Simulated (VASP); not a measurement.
Here is the system:

```yaml
crystal:
  lattice:
    - [0.00000, 2.37239, 2.37239]
    - [2.37239, 0.00000, 2.37239]
    - [2.37239, 2.37239, 0.00000]
  atoms:
    - { symbol: Sn, position: [0.00000, 0.00000, 0.00000] }
    - { symbol: C, position: [0.50000, 0.50000, 0.50000] }
```

All values below come from PBEsol GGA, VASP's PBE PAW potentials (set 64) (plane waves; VASP). Run with 520 eV cut-off, Gaussian smearing of 0.050 eV, potentials Sn_d C.

Task: Give the energies of bands 7 to 12 at the high-symmetry points, in eV from the Fermi level.

Result: 
```json
[
 {"band": "7", "Γ": "-0.42", "X": "-6.93", "U": "-6.75", "L": "-8.99", "W": "-6.16"},
 {"band": "8", "Γ": "-0.42", "X": "-3.12", "U": "-6.10", "L": "0.17", "W": "-5.37"},
 {"band": "9", "Γ": "-0.42", "X": "-3.12", "U": "-2.21", "L": "0.17", "W": "-5.37"},
 {"band": "10", "Γ": "1.54", "X": "-2.50", "U": "0.54", "L": "2.79", "W": "3.19"},
 {"band": "11", "Γ": "10.39", "X": "4.92", "U": "6.51", "L": "4.94", "W": "6.28"},
 {"band": "12", "Γ": "10.49", "X": "9.80", "U": "8.90", "L": "4.94", "W": "7.83"}
]
```

It has no gap at this level: it comes out as a metal or semimetal.

The structure was generated: SnC was put into the rock salt type (Fm-3m), which need not be its known phase. It was relaxed first, which changed the volume by +7 %.
